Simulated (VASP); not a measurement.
A convergence study with VASP on AlAs (zinc blende): one setting is varied, all else stays as given below, so the limit is that of these other settings.

```
AlAs
1.0
    0.00000     2.83000     2.83000
    2.83000     0.00000     2.83000
    2.83000     2.83000     0.00000
Al As
1 1
Direct
  0.00000   0.00000   0.00000
  0.25000   0.25000   0.25000
```

Calculation: PBE GGA, VASP's PBE PAW potentials (set 64) (plane waves; VASP 6.6.1). The tightest run used: 550 eV cut-off, 17×17×17 Γ-centred mesh, tetrahedra with Blöchl corrections, potentials Al As.

Gaps are read on the run's mesh, which can miss a band edge.

The settings run are 3×3×3 mesh; 4×4×4 mesh; 5×5×5 mesh; 6×6×6 mesh; 7×7×7 mesh; 8×8×8 mesh; 9×9×9 mesh; 10×10×10 mesh; 11×11×11 mesh; 12×12×12 mesh; 13×13×13 mesh; 14×14×14 mesh; 15×15×15 mesh; 16×16×16 mesh; 17×17×17 mesh. From which on does the energy per atom stay within 0.001 eV/atom of the tightest run?

From 8×8×8 mesh on: it is off by 0.0008 there and by no more than 0.001 in any finer run, while 7×7×7 mesh is off by 0.0022.
```csv
setting,E (eV/atom),pressure (GPa),gap on the mesh (eV),irreducible k-points,difference judged (eV/atom)
3×3×3 mesh,-4.4714,3.95,1.925,4,0.2159
4×4×4 mesh,-4.6287,3.10,1.410,8,0.0587
5×5×5 mesh,-4.6693,2.88,1.637,10,0.0180
6×6×6 mesh,-4.6813,2.82,1.431,16,0.0061
7×7×7 mesh,-4.6852,2.81,1.543,20,0.0022
8×8×8 mesh,-4.6865,2.80,1.434,29,0.0008
9×9×9 mesh,-4.6870,2.80,1.501,35,0.0003
10×10×10 mesh,-4.6872,2.80,1.435,47,0.0001
11×11×11 mesh,-4.6873,2.80,1.480,56,0.0001
12×12×12 mesh,-4.6873,2.81,1.435,72,0.0000
13×13×13 mesh,-4.6874,2.81,1.467,84,0.0000
14×14×14 mesh,-4.6874,2.81,1.435,104,0.0000
15×15×15 mesh,-4.6874,2.81,1.459,120,0.0000
16×16×16 mesh,-4.6874,2.81,1.435,145,0.0000
17×17×17 mesh,-4.6874,2.81,1.454,165,0.0000
```

Left out are rungs that failed or repeat a setting and relaxations that didn't move; long series are thinned to 24 rows.

The compound is AlAs in the zinc blende structure. The cell was not relaxed at this level.
